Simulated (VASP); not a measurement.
Data:

```
MoSi2
1.0
   -1.60164     1.60164     3.92380
    1.60164    -1.60164     3.92380
    1.60164     1.60164    -3.92380
Si Mo
2 1
Cartesian
  0.00000   0.00000   5.21775
  0.00000   0.00000   2.62986
  0.00000   0.00000   0.00000
```

Method: vdW-DF-cx, VASP's PBE PAW potentials (set 64) (plane waves; VASP). Run with 520 eV cut-off, 15×15×15 Γ-centred mesh, tetrahedra with Blöchl corrections, potentials Si Mo_sv.

Question: Tabulate the total density of states (states/eV per cell) against energy (eV; zero at the valence-band maximum or, without a gap, the Fermi level).

Answer: 
```
E (eV) | DOS (states/eV)
    -9.95 | #### 0.65
    -9.36 | ##### 0.80
    -8.78 | ##### 0.78
    -8.30 | ##### 0.85
    -7.72 | #### 0.68
    -7.13 | ### 0.53
    -6.66 | ### 0.50
    -6.07 | ######## 1.26
    -5.49 | ####### 1.10
    -4.90 | ##### 0.73
    -4.31 | ###### 0.93
    -3.84 | ########### 1.69
    -3.26 | ######### 1.40
    -2.67 | ################## 2.78
    -2.20 | ############################## 4.75
    -1.61 | ########## 1.59
    -1.02 | ###### 0.99
    -0.44 | ##### 0.75
     0.15 | ## 0.26
     0.62 | #### 0.70
     1.21 | ###### 1.00
     1.79 | ############# 2.13
     2.26 | ################ 2.59
     2.85 | ######## 1.34
     3.44 | ############## 2.21
```
Within 2 eV below the Fermi level the largest weight inside VASP's projection spheres is Mo d, then Si p.

The compound is MoSi2 in the MoSi2 type structure. It was relaxed first.
